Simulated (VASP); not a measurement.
Input:

```yaml
crystal:
  lattice:
    - [0.00000, 3.05305, 3.05305]
    - [3.05305, 0.00000, 3.05305]
    - [3.05305, 3.05305, 0.00000]
  atoms:
    - { symbol: In, position: [0.00000, 0.00000, 0.00000] }
    - { symbol: P, position: [0.25000, 0.25000, 0.25000] }
```

Calculation: vdW-DF2, VASP's PBE PAW potentials (set 64) (plane waves; VASP). Settings: 520 eV cut-off, Gaussian smearing of 0.050 eV, potentials In_d P.

Unless said otherwise, spin-orbit coupling is left out, though it shifts the bands of the heavy elements here.

Question: Predict the band gap (along the path) with the smallest direct gap where there is one.

Answer: 
| Property | Value |
|---|---|
| band gap (along the path) | none (metal, semimetal or under 0.01 eV) |

Only differences to runs with the same potentials and settings are physical.

The compound is InP in the zinc blende structure. It was relaxed first, which changed the volume by +13 %.
